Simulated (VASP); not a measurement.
Energy against volume of SiO2 (rutile). All values below come from PBE GGA with D4 dispersion, VASP's PBE PAW potentials (set 64) (plane waves; VASP). Numerical set-up: 520 eV cut-off, 5×5×8 Γ-centred mesh, Gaussian smearing of 0.050 eV, potentials Si O.

Shape and ions are relaxed at each volume.

```json
[
 {"V (Å³/atom)": "7.428", "E (eV/atom)": "-7.95493"},
 {"V (Å³/atom)": "7.665", "E (eV/atom)": "-7.97703"},
 {"V (Å³/atom)": "7.903", "E (eV/atom)": "-7.98405"},
 {"V (Å³/atom)": "8.140", "E (eV/atom)": "-7.97864"}
]
```

**Question.** Fit these four points and predict the energy of the run at 8.377 Å³/atom.

**Answer.** A cubic in V^(−2/3), the third-order Birch-Murnaghan form, passes through the four points with V0 = 7.91 Å³/atom and B0 = 277 GPa, and gives -7.9631 eV/atom there. The run gave -7.9630 eV/atom, +0.1 meV/atom from the fit; all five points give B0 = 278 GPa.

The compound is SiO2 in the rutile structure, stishovite, a high-pressure form. It was relaxed first.
